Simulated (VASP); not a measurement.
Output of a VASP run:

OSZICAR:
```
       N       E                     dE             d eps       ncg     rms           ort
DAV:   1     0.101655712209E+03    0.10166E+03   -0.10411E+04  3240   0.233E+03
DAV:   2    -0.343464058785E+01   -0.10509E+03   -0.10228E+03  3240   0.306E+02
DAV:   3    -0.606373773277E+01   -0.26291E+01   -0.26192E+01  3240   0.660E+01
DAV:   4    -0.608026130034E+01   -0.16524E-01   -0.16522E-01  3240   0.462E+00
DAV:   5    -0.608049517761E+01   -0.23388E-03   -0.23388E-03  3240   0.574E-01
SDA:   6    -0.467082310632E+00    0.56134E+01   -0.23388E-03  3240   0.656E+02   0.000E+00
CGA:   7    -0.435961357871E+01   -0.38925E+01   -0.44486E+01  3240   0.240E+01  -0.661E+01
CGA:   8    -0.479714678690E+01   -0.43753E+00   -0.43831E+00  3240   0.983E+00  -0.350E-01
CGA:   9    -0.495620200338E+01   -0.15906E+00   -0.16105E+00  3240   0.169E+00   0.330E-01
CGA:  10    -0.498358683768E+01   -0.27385E-01   -0.27337E-01  3240   0.556E-01  -0.579E-03
CGA:  11    -0.499749756457E+01   -0.13911E-01   -0.13837E-01  3240   0.211E-01   0.908E-03
CGA:  12    -0.500092628548E+01   -0.34287E-02   -0.34314E-02  3240   0.460E-02   0.393E-04
CGA:  13    -0.500189426288E+01   -0.96798E-03   -0.96786E-03  3240   0.133E-02   0.590E-05
CGA:  14    -0.500214376859E+01   -0.24951E-03   -0.24951E-03  3240   0.408E-03   0.502E-05
CGA:  15    -0.500224211925E+01   -0.98351E-04   -0.98228E-04  3240   0.954E-04   0.246E-05
CGA:  16    -0.500225781227E+01   -0.15693E-04   -0.15693E-04  3240   0.197E-04   0.355E-08
CGA:  17    -0.500226318407E+01   -0.53718E-05   -0.53609E-05  3240   0.739E-05   0.140E-06
CGA:  18    -0.500226458346E+01   -0.13994E-05   -0.14013E-05  3240   0.156E-05   0.161E-06
CGA:  19    -0.500226496764E+01   -0.38417E-06   -0.38120E-06  3240   0.506E-06   0.572E-07
   1 F= -.50022650E+01 E0= -.50020770E+01  d E =-.563781E-03
```

### OUTCAR
```
------------------------ aborting loop because EDIFF is reached ----------------------------------------
  FORCE on cell =-STRESS in cart. coord.  units (eV):
  Direction    XX          YY          ZZ          XY          YZ          ZX
  --------------------------------------------------------------------------------------
  Total        0.3460537      0.2814771      0.2486834      0.0000000      0.0000000      0.0000000
  in kB       21.6414742     17.6029885     15.5521393      0.0000000      0.0000000      0.0000000
  external PRESSURE =      18.2655340 kB  Pullay stress =       0.0000000 kB
  volume of cell :       25.62
      direct lattice vectors                 reciprocal lattice vectors
     2.924293000  0.000000000  0.000000000     0.341962998  0.000000000  0.000000000
     0.000000000  2.956571000  0.000000000     0.000000000  0.338229659  0.000000000
     0.000000000  0.000000000  2.963180000     0.000000000  0.000000000  0.337475280
 POSITION                                       TOTAL-FORCE (eV/Angst)
 -----------------------------------------------------------------------------------
      1.46215      1.47829      1.48159         0.324448      0.000000      0.000000
      0.06764      0.00000      0.00000        -0.324448      0.000000      0.000000
 -----------------------------------------------------------------------------------
    total drift:                               -0.000762      0.000000     -0.000014
  FREE ENERGIE OF THE ION-ELECTRON SYSTEM (eV)
  ---------------------------------------------------
  free  energy   TOTEN  =        -5.0022649676 eV

  energy  without entropy=       -5.0017011863  energy(sigma->0) =       -5.00207704
```
(Selected blocks of OUTCAR.)

### POSCAR
```
CuZn
1
    2.9242930000     0.0000000000     0.0000000000
    0.0000000000     2.9565710000     0.0000000000
    0.0000000000     0.0000000000     2.9631800000
Zn Cu
1 1
Direct
  0.5000000000   0.5000000000   0.5000000000
  0.0231320000   0.0000000000   0.0000000000
```

Question: Write an INCAR and KPOINTS that could have produced this output.

Answer: One answer among several that fit: the input of the run itself, PBE GGA, plane waves, VASP's PBE PAW potentials (set 64).

INCAR:
```
SYSTEM = CuZn
PREC = Accurate
ENCUT = 400
EDIFF = 1E-6
NELM = 100
ALGO = Conjugate
LREAL = .FALSE.
LASPH = .TRUE.
ISMEAR = 1
SIGMA = 0.1
GGA = PE
LMAXMIX = 4
LWAVE = .FALSE.
LCHARG = .FALSE.
ISIF = 2
```

File KPOINTS:
```
Automatic mesh
0
Gamma
11 11 11
0 0 0
```

POTCAR, in this order: Zn Cu (PBE.64 set). Program: vasp_std.

The compound is CuZn in the CsCl type structure. The cell was not relaxed at this level, atoms are displaced from their ideal sites. The run is one of a series of settings (ALGO = Conjugate against the base run), some of them coarse on purpose. The electron count is odd and the run is not spin-polarised, which forces a metal.
